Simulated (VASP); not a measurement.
Runs of VASP 6.6.1 on Si. The structure is cubic, space group Fd-3m (No. 227). Conventional cell: a = 5.469 Å, b = 5.469 Å, c = 5.469 Å, α = 90.00°, β = 90.00°, γ = 90.00°. Si (site symmetry -43m) has 4 Si at 2.37 Å as nearest neighbours. The cell was built by a generator and needn't be a form met in nature.

| task | level | k mesh | grid for exact exchange (PRECFOCK) | screening parameter | exchange at q = 0 | gap on the mesh (eV) | pressure (GPa) |
| --- | --- | --- | --- | --- | --- | --- | --- |
| electrostatic potential | HSE06 | 6 × 6 × 6 | Fast | 0.2 1/A | - | 1.35 | -1.8 |
| band structure | PBE0 | 6 × 6 × 6 | Fast | - | truncated | (a) | -2.0 |
| electrostatic potential | PBE0 | 6 × 6 × 6 | Fast | - | default | 2.01 | -2.0 |
| band structure | r2SCAN | 10 × 10 × 10 | - | - | - | 0.81 | -1.5 |
| band structure | HSE06 | 6 × 6 × 6 | Fast | 0.2 1/A | - | 1.35 | -1.8 |

Alike in all rows: potentials or basis VASP PAW PBE potentials, release 64 (Si); no spin polarisation; cell as given; cutoff (eV) 520; smearing gaussian 0.02 eV.

Task: Estimate the missing entries.

Result: (a) 1.99.

Caveats: the PAW data sets were made with another functional, which shifts forces and pressure a little; the mesh misses the band edges, which the band path finds closer together (some runs).

Runs at the PBE level aren't shown here.
